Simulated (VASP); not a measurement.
Method: PBE GGA, VASP's PBE PAW potentials (set 64) (plane waves; VASP).

VASP ran on this input.

**POSCAR**
```
Ta2N
1.0
  3.1078790000   0.0000000000   0.0000000000
 -1.5539400000   2.6915030000   0.0000000000
  0.0000000000   0.0000000000  22.2205000000
Ta N
6 3
Cart
  1.5539408873   0.8971667695   4.9999902485
 -0.0000018873   1.7943362305   7.4807979710
  1.5539408873   0.8971667695   9.8697905875
 -0.0000018873   1.7943362305  12.3505983100
  1.5539408873   0.8971667695  14.7397020290
 -0.0000018873   1.7943362305  17.2205097515
  0.0000000000   0.0000000000   6.2404052200
  0.0000000000   0.0000000000  11.1102055590
  0.0000000000   0.0000000000  15.9800947800
```

**INCAR**
```
SYSTEM = Ta2N
PREC = Accurate
ENCUT = 400
EDIFF = 1E-6
NELM = 100
ALGO = Normal
LREAL = .FALSE.
LASPH = .TRUE.
ISMEAR = 0
SIGMA = 0.1
GGA = PE
LMAXMIX = 6
LWAVE = .FALSE.
LCHARG = .FALSE.
ISIF = 2
```

### KPOINTS
```
Automatic mesh
0
Gamma
8 8 1
0 0 0
```

POTCAR, in this order: Ta_pv N (PBE.64 set). Program: vasp_std.

The cell holds a wide vacuum, so values per volume refer to the whole cell. Unless said otherwise, spin-orbit coupling is left out, though it shifts the bands of the heavy elements here.

What does the run give for the energy per atom (σ→0), largest force, band gap (on the k-mesh)?

- energy per atom (σ→0) = -11.119 eV/atom
- band gap (on the k-mesh) = none (metal, semimetal or under 0.01 eV)
- largest force = 0.561 eV/Å

File OSZICAR:
```
...
DAV:  18    -0.100082538685E+03   -0.10567E-03   -0.96051E-05  1240   0.742E-02    0.138E-02
DAV:  19    -0.100082673699E+03   -0.13501E-03   -0.64784E-05  1152   0.299E-02    0.179E-02
DAV:  20    -0.100082683646E+03   -0.99472E-05   -0.21064E-05  1000   0.185E-02    0.486E-03
DAV:  21    -0.100082687686E+03   -0.40396E-05   -0.71061E-06  1072   0.156E-02    0.210E-03
DAV:  22    -0.100082690622E+03   -0.29355E-05   -0.12396E-06   752   0.654E-03    0.149E-03
DAV:  23    -0.100082691628E+03   -0.10066E-05   -0.30110E-07   704   0.362E-03    0.633E-04
DAV:  24    -0.100082692534E+03   -0.90581E-06   -0.24711E-07   696   0.206E-03
   1 F= -.10008269E+03 E0= -.10007298E+03  d E =-.194218E-01
```

The cell is a sheet with vacuum, built from a database entry that may be metastable or hypothetical.
